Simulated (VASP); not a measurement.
An input for Quantum ESPRESSO's pw.x (written as the equivalent of a VASP run, and not itself run):

```
&CONTROL
  calculation = 'scf'
  pseudo_dir = './pseudo'
  outdir = './out'
  tprnfor = .true.
  tstress = .true.
/
&SYSTEM
  ibrav = 0
  nat = 2
  ntyp = 2
  ecutwfc = 84
  occupations = 'smearing'
  smearing = 'gaussian'
  degauss = 0.003675
  input_dft = 'vdw-df-cx'
/
&ELECTRONS
  conv_thr = 7.3e-09
  electron_maxstep = 100
/
ATOMIC_SPECIES
  Y 88.906 Y.upf
  N 14.007 N.upf
CELL_PARAMETERS angstrom
     0.0000000    2.4571234    2.4571234
     2.4571234    0.0000000    2.4571234
     2.4571234    2.4571234    0.0000000
ATOMIC_POSITIONS crystal
  Y    0.0000000  0.0000000  0.0000000
  N    0.5000000  0.5000000  0.5000000
K_POINTS automatic
  9 9 9 0 0 0
```

Question: Write the VASP files for the same calculation (vdW-DF-cx).

Answer: One answer among several that fit: 
**INCAR**
```
SYSTEM = YN
PREC = Accurate; ENCUT = 520; LREAL = .FALSE.
LASPH = .TRUE.
EDIFF = 1E-7; NELM = 100; ALGO = Normal
LMAXMIX = 4
ISMEAR = 0; SIGMA = 0.05
GGA = CX; LUSE_VDW = .TRUE.; AGGAC = 0.0
ISIF = 2
LWAVE = .FALSE.; LCHARG = .FALSE.
```

**KPOINTS**
```
Automatic mesh
0
Gamma
9 9 9
0 0 0
```

POSCAR:
```
YN
1
    0.0000000000     2.4571234392     2.4571234392
    2.4571234392     0.0000000000     2.4571234392
    2.4571234392     2.4571234392     0.0000000000
Y N
1 1
Direct
  0.0000000000   0.0000000000   0.0000000000
  0.5000000000   0.5000000000   0.5000000000
```

POTCAR, in this order: Y_sv N (PBE.64 set). Program: vasp_std.

What does not carry over: the potentials are each code's own (VASP's PAW set, PseudoDojo norm-conserving files in pw.x), so ENCUT and ecutwfc are chosen apart and not converted; conv_thr bounds pw.x's estimated SCF error, while EDIFF bounds the energy change between steps.

The compound is YN in the rock salt structure. This cell is one point of a volume scan, at 1.03 of the reference volume.
